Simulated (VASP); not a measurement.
An input for Quantum ESPRESSO's pw.x (written as the equivalent of a VASP run, and not itself run):

```
&CONTROL
  calculation = 'vc-relax'
  pseudo_dir = './pseudo'
  outdir = './out'
  tprnfor = .true.
  tstress = .true.
  nstep = 60
  forc_conv_thr = 0.00078
/
&SYSTEM
  ibrav = 0
  nat = 8
  ntyp = 3
  ecutwfc = 80
  occupations = 'smearing'
  smearing = 'gaussian'
  degauss = 0.003675
  input_dft = 'pbesol'
/
&ELECTRONS
  conv_thr = 7.3e-08
  electron_maxstep = 100
/
&IONS
/
&CELL
/
ATOMIC_SPECIES
  Al 26.982 Al.upf
  Sb 121.760 Sb.upf
  P 30.974 P.upf
CELL_PARAMETERS angstrom
     0.0000000    2.8206772    2.8206772
     2.8206772    0.0000000    2.8206772
    11.3007870   11.3007870   -0.0180783
ATOMIC_POSITIONS crystal
  Al   0.0256791  0.0256791  0.9807407
  Al   0.9753412  0.9753412  0.2684941
  Al   0.9922145  0.9922145  0.5058391
  Al   0.0083231  0.0083231  0.7437577
  Sb   0.2454310  0.2454310  0.0659267
  P    0.2347522  0.2347522  0.3239358
  P    0.2509664  0.2509664  0.5617752
  P    0.2672924  0.2672924  0.7995307
K_POINTS automatic
  6 6 2 0 0 0
```

Q: Write the VASP files for the same calculation (PBEsol).

A: This is not unique; one that fits is 
**INCAR**
```
IBRION = 2
EDIFF = 1E-6
LCHARG = .FALSE.
LWAVE = .FALSE.
LMAXMIX = 4   ! l cut-off of mixed one-centre charges
SYSTEM = Al4P3Sb
ENCUT = 400   ! plane-wave cut-off (eV)
NELM = 100   ! most electronic steps
GGA = PS   ! PBEsol
SIGMA = 0.05   ! width (eV)
EDIFFG = -0.02   ! ionic stop
LASPH = .TRUE.   ! aspherical one-centre terms
PREC = Accurate
ISMEAR = 0
NSW = 60   ! most ionic steps
LREAL = .FALSE.   ! projection in real space or not
ISIF = 3   ! ions, shape and volume
ALGO = Normal   ! blocked Davidson
```

File KPOINTS:
```
Automatic mesh
0
Gamma
6 6 2
0 0 0
```

File POSCAR:
```
Al4P3Sb
1
    0.0000000000     2.8206771833     2.8206771833
    2.8206771833     0.0000000000     2.8206771833
   11.3007870051    11.3007870051    -0.0180782719
Al Sb P
4 1 3
Direct
  0.0256790804   0.0256790804   0.9807406897
  0.9753411927   0.9753411927   0.2684941055
  0.9922145253   0.9922145253   0.5058391060
  0.0083230898   0.0083230898   0.7437576826
  0.2454310301   0.2454310301   0.0659267274
  0.2347522370   0.2347522370   0.3239358223
  0.2509664319   0.2509664319   0.5617751761
  0.2672924127   0.2672924127   0.7995306905
```

POTCAR, in this order: Al Sb P (PBE.64 set). Program: vasp_std.

The two are equivalent in intent, not identical: the potentials are each code's own (VASP's PAW set, PseudoDojo norm-conserving files in pw.x), so ENCUT and ecutwfc are chosen apart and not converted; conv_thr bounds pw.x's estimated SCF error, while EDIFF bounds the energy change between steps; forc_conv_thr acts on force components and is met together with etot_conv_thr.

The structure was generated: Al4P3Sb was put into an ordered model structure (R3m), which need not be its known phase. This run relaxes it. Symmetry was kept, so distortions that lower it aren't found. The k-mesh is coarse (spacing up to 0.32 per Å, 2π included), so the numbers may not be converged in it. The start is the result of an earlier pass.
